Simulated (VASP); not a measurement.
Calculation: PBE GGA with D3 dispersion (zero damping), VASP's PBE PAW potentials (set 64) (plane waves; VASP).

VASP input:

KPOINTS:
```
Automatic mesh
0
Gamma
10 10 10
0 0 0
```

File POSCAR:
```
GaN
1
    0.0000000000     2.2389305860     2.2389305860
    2.2389305860     0.0000000000     2.2389305860
    2.2389305860     2.2389305860     0.0000000000
Ga N
1 1
Direct
  0.0000000000   0.0000000000   0.0000000000
  0.2500000000   0.2500000000   0.2500000000
```

INCAR:
```
SYSTEM=GaN
PREC=Accurate; ENCUT=520; LREAL=F
LASPH=T
EDIFF=1E-7; NELM=100; ALGO=Normal
LMAXMIX=4
ISMEAR=0; SIGMA=0.05
GGA=PE; IVDW=11
ISIF=2
LWAVE=F; LCHARG=F
```

POTCAR, in this order: Ga_d N (PBE.64 set). Program: vasp_std.

The run wrote:

File OSZICAR:
```
       N       E                     dE             d eps       ncg     rms          rms(c)
DAV:   1     0.906386868026E+02    0.90639E+02   -0.98354E+03  1302   0.255E+03
DAV:   2    -0.680259960043E+01   -0.97441E+02   -0.91562E+02  1380   0.364E+02
DAV:   3    -0.140269523158E+02   -0.72244E+01   -0.71829E+01  1352   0.896E+01
DAV:   4    -0.141544176856E+02   -0.12747E+00   -0.12735E+00  1509   0.127E+01
DAV:   5    -0.141562296187E+02   -0.18119E-02   -0.18119E-02  1343   0.134E+00    0.779E+00
DAV:   6    -0.121187685129E+02    0.20375E+01   -0.59507E+00  1863   0.495E+01    0.267E+00
DAV:   7    -0.121326464775E+02   -0.13878E-01   -0.37121E-01  1227   0.802E+00    0.178E+00
DAV:   8    -0.121284553888E+02    0.41911E-02   -0.64876E-02  1383   0.448E+00    0.770E-01
DAV:   9    -0.121234924943E+02    0.49629E-02   -0.22086E-02  1850   0.388E+00    0.180E-01
DAV:  10    -0.121237755557E+02   -0.28306E-03   -0.20410E-03  1462   0.786E-01    0.715E-02
DAV:  11    -0.121236908355E+02    0.84720E-04   -0.37841E-04  1828   0.355E-01    0.153E-02
DAV:  12    -0.121236969386E+02   -0.61031E-05   -0.32869E-05  1320   0.791E-02    0.987E-03
DAV:  13    -0.121236967435E+02    0.19513E-06   -0.18241E-06  1440   0.132E-02    0.288E-03
DAV:  14    -0.121236966942E+02    0.49279E-07   -0.10676E-07   924   0.321E-03
   1 F= -.12481879E+02 E0= -.12481879E+02  d E =-.955867E-16
```

OUTCAR:
```
------------------------ aborting loop because EDIFF is reached ----------------------------------------
 Edisp (eV)   -0.35818
  FORCE on cell =-STRESS in cart. coord.  units (eV):
  Direction    XX          YY          ZZ          XY          YZ          ZX
  --------------------------------------------------------------------------------------
  Total       0.81218     0.81218     0.81218     0.00000    -0.00000     0.00000
  in kB      57.97117    57.97117    57.97117     0.00000    -0.00000     0.00000
  external pressure =       57.97 kB  Pullay stress =        0.00 kB
  volume of cell :       22.45
      direct lattice vectors                 reciprocal lattice vectors
     0.000000000  2.238930586  2.238930586    -0.223320903  0.223320903  0.223320903
     2.238930586  0.000000000  2.238930586     0.223320903 -0.223320903  0.223320903
     2.238930586  2.238930586  0.000000000     0.223320903  0.223320903 -0.223320903
  FREE ENERGIE OF THE ION-ELECTRON SYSTEM (eV)
  ---------------------------------------------------
  free  energy   TOTEN  =       -12.4818787408 eV

  energy  without entropy=      -12.4818787408  energy(sigma->0) =      -12.48187874
```
(Selected blocks of OUTCAR.)

The compound is GaN in the zinc blende structure, a metastable form; wurtzite is the usual one. This cell is one point of a volume scan, at 0.97 of the reference volume.
